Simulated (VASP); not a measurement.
**LiH9O5: single point with PBE+D3(BJ)**

Crystal: LiH9O5.

```
CELL_PARAMETERS angstrom
5.28480 0.00000 0.00000
0.00000 5.28480 0.00000
0.00000 0.00000 5.28480
ATOMIC_POSITIONS crystal
O 0.34908 0.19556 0.68298
O 0.73641 0.89786 0.65830
O 0.03192 0.85067 0.28037
O 0.20379 0.36132 0.12822
O 0.71403 0.55976 0.99903
H 0.22103 0.10352 0.60173
H 0.50399 0.07565 0.66411
H 0.85990 0.84024 0.53610
H 0.67183 0.77059 0.78109
H 0.03671 0.02403 0.20873
H 0.93459 0.73851 0.14824
H 0.01924 0.39260 0.13533
H 0.23736 0.29443 0.95542
H 0.72137 0.39441 0.91441
Li 0.38164 0.68627 0.17766
```

The cell was built by a generator and needn't be a form met in nature.

```
Program                : VASP 6.6.1
Task                   : single point
Functional             : PBE
Dispersion             : D3(BJ)
Potentials or basis    : VASP PAW PBE potentials, release 64 (O, H, Li_sv)
Cutoff                 : 520 eV
k mesh                 : 1 × 1 × 1
Occupations            : fermi-dirac, width 0.02 eV
Spin                   : no spin polarisation
Dipole correction      : no
Further INCAR settings : ALGO = Normal; EDIFF = 1e-06; NBANDS = 34
```

| Property | Result |
| --- | --- |
| Largest force | 2.216 eV/Å |
| Band gap on the k mesh | 3.70 eV, direct |
| Dispersion energy per atom | -0.044 eV |

Forces on the atoms (eV/Å):
```
O    1.814 -0.056  0.868
O   -1.500  1.538  0.541
O    0.233 -0.218 -1.504
O   -0.605 -0.116  0.462
O   -0.091  0.269  0.699
H   -1.566 -0.799 -0.936
H   -0.277  0.793 -0.039
H    0.361 -0.394 -0.545
H    1.108 -1.071  0.238
H    0.112 -0.463  0.270
H   -0.169  0.406  0.544
H    0.077  0.291 -0.265
H    0.409 -0.052 -0.369
H   -0.233  0.642  0.109
Li   0.326 -0.771 -0.074
```

Levels at points of the mesh, in eV from the valence-band top:
```tsv
k point	band 17	band 18	band 19	band 20	band 21	band 22	band 23	band 24	band 25	band 26
(0.00, 0.00, 0.00)	-1.81	-1.34	-1.14	-0.37	0.00	3.70	7.52	7.73	8.06	8.93
```

Run time: 17 s on 1 thread of Intel(R) Xeon(R) Platinum 8375C CPU @ 2.90GHz (Ice Lake) (shared host), peak memory 0.24 GiB.
